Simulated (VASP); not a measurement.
Given:

```
CuZn
1.0
    3.00900     0.00000     0.00000
    0.00000     3.00900     0.00000
    0.00000     0.00000     3.00900
Zn Cu
1 1
Direct
  0.50000   0.50000   0.50000
  0.00000   0.00000   0.00000
```

Calculation: PBE GGA, VASP's PBE PAW potentials (set 64) (plane waves; VASP). Numerical set-up: 520 eV cut-off, 11×11×11 Γ-centred mesh, first-order Methfessel-Paxton smearing of 0.10 eV, potentials Zn_GW Cu.

Question: Estimate the energy per atom (σ→0), pressure, band gap (on the k-mesh) with the smallest direct gap where there is one.

Answer: 
The band gap (on the k-mesh) is none (metal, semimetal or under 0.01 eV) and the energy per atom (σ→0) is -241.4 kJ/mol of atoms. The pressure comes out as -4.75 GPa.

Only differences to runs with the same potentials and settings are physical.

The compound is CuZn in the CsCl type structure. The cell was not relaxed at this level. The run is one of a series of settings (ENCUT = 520, POTCAR Zn_GW Cu (PBE.64 set) against the base run), some of them coarse on purpose. The electron count is odd and the run is not spin-polarised, which forces a metal.
